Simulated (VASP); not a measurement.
Level of theory: PBE GGA, VASP's PBE PAW potentials (set 64) (plane waves; VASP).

The input files of a VASP run:

### INCAR
```
SYSTEM = Se
PREC = Accurate; ENCUT = 400; LREAL = .FALSE.
LASPH = .TRUE.
EDIFF = 1E-8; NELM = 100; ALGO = Normal
LMAXMIX = 4
ISMEAR = 0; SIGMA = 0.05
GGA = PE
IBRION = 1; NSW = 30; ISIF = 2
EDIFFG = -0.001
LWAVE = .FALSE.; LCHARG = .FALSE.
```

**KPOINTS**
```
kpoints
0
Gamma
5 5 4
0 0 0
```

### POSCAR
```
Se
1
    2.2384950254    -3.8771871008     0.0000000000
    2.2384950254     3.8771871008     0.0000000000
    0.0000000000     0.0000000000     5.0540670273
Se
3
Direct
  0.0000000000   0.2215888539   0.6666670000
  0.7784111461   0.7784111461   0.0000000000
  0.2215888539   0.0000000000   0.3333330000
```

POTCAR, in this order: Se (PBE.64 set). Program: vasp_std.

What will the output report for the number of irreducible k-points (NKPTS), largest plane-wave count, number of space-group operations, FFT grid (NGX, NGY, NGZ)?

The number of irreducible k-points (NKPTS) is 17 and the largest plane-wave count is 1612. The number of space-group operations is 6 and the FFT grid (NGX, NGY, NGZ) is 30 × 30 × 36.

The compound is Se in the trig structure. This run relaxes the ions in a fixed cell. Symmetry was kept, so distortions that lower it aren't found. The start is the result of an earlier pass.
